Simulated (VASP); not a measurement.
Runs of VASP 6.6.1 on F4C. The cell holds a molecule in a box, 5 atoms: a = 12.000 Å, b = 11.000 Å, c = 11.000 Å, α = 90.00°, β = 90.00°, γ = 90.00°. 

```tsv
level	potentials or basis	cutoff (eV)	grid for exact exchange (PRECFOCK)	exchange at q = 0	gap on the mesh (eV)	largest force (eV/Å)
BLYP+D3(BJ)	VASP PAW PBE potentials, release 64 (F, C)	520	-	-	9.84	(c)
r2SCAN0	VASP PAW PBE potentials, release 64 (F, C)	520	Fast	truncated	12.98	0.18
B3LYP+TS	VASP PAW PBE potentials, release 64 (F, C)	520	Fast	truncated	12.01	(a)
PBE0	VASP PAW PBE potentials, release 64 (F_s, C_s)	400	Fast	truncated	12.43	1.94
r2SCAN+D3(BJ)	VASP PAW PBE potentials, release 64 (F_s, C_s)	400	-	-	(b)	2.38
```

Alike in all rows: task single point; no spin polarisation; cell as given; k mesh 1 × 1 × 1; smearing gaussian 0.01 eV.

**Question.** Estimate the missing entries.

**Answer.** (a) 0.95; (b) 10.88; (c) 1.87.

Caveats: the PAW data sets were made with another functional, which shifts forces and pressure a little.

Runs at the PBE level aren't shown here.
